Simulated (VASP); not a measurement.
# As3Ru: single point with PBE

As3Ru:

```
As Ru
1.0
     6.30314    0.00000    0.00000
    -3.15157    5.45868    0.00000
     0.00000    0.00000    4.28196
As Ru
6 2
Cartesian
  3.1516 3.3425 1.0705
  -1.3189 4.4006 3.2115
  1.8326 1.0581 1.0705
  0.0000 2.1161 3.2115
  4.4705 1.0581 1.0705
  1.3189 4.4006 3.2115
  0.0000 3.6391 1.0705
  3.1516 1.8196 3.2115
```

The cell was built by a generator and needn't be a form met in nature.

```yaml
Program: VASP 6.6.1
Task: single point
Functional: PBE
Potentials_or_basis: VASP PAW PBE potentials, release 64 (As, Ru_pv)
Cutoff: 520 eV
k_mesh: 3 × 3 × 4
Occupations: gaussian, width 0.1 eV
Spin: no spin polarisation
Dipole_correction: no
Further_INCAR_settings: ALGO = Fast; EDIFF = 1e-06; NBANDS = 39
```

```json
{
 "Pressure": "0.2 GPa",
 "Largest force": "0.042 eV/Å",
 "Band gap on the k mesh": "none (metal or under the smearing width)"
}
```

Forces on the atoms (eV/Å):
```
As   0.000  0.042  0.000
As  -0.036  0.021  0.000
As  -0.036 -0.021  0.000
As   0.000 -0.042  0.000
As   0.036 -0.021  0.000
As   0.036  0.021  0.000
Ru   0.000  0.000  0.000
Ru   0.000  0.000  0.000
```

Stress tensor (GPa, compression positive):
```
0.27 0.00 0.00
0.00 0.27 0.00
0.00 0.00 0.12
```

Levels at points of the mesh, in eV from the Fermi level:
```tsv
k point	band 26	band 27	band 28	band 29	band 30	band 31	band 32	band 33
(0.00, 0.00, 0.00)	-1.08	-1.00	-0.58	-0.58	-0.32	-0.17	1.39	1.39
(0.00, 0.00, 0.50)	-0.98	-0.98	-0.98	-0.95	-0.95	1.70	1.70	2.73
```

It took 57 s on 1 thread of Intel(R) Xeon(R) Platinum 8488C (Sapphire Rapids) (shared host), peak memory 0.27 GiB.

Caveat: the k mesh is coarse (spacing up to 0.38 Å⁻¹), so the values aren't converged.
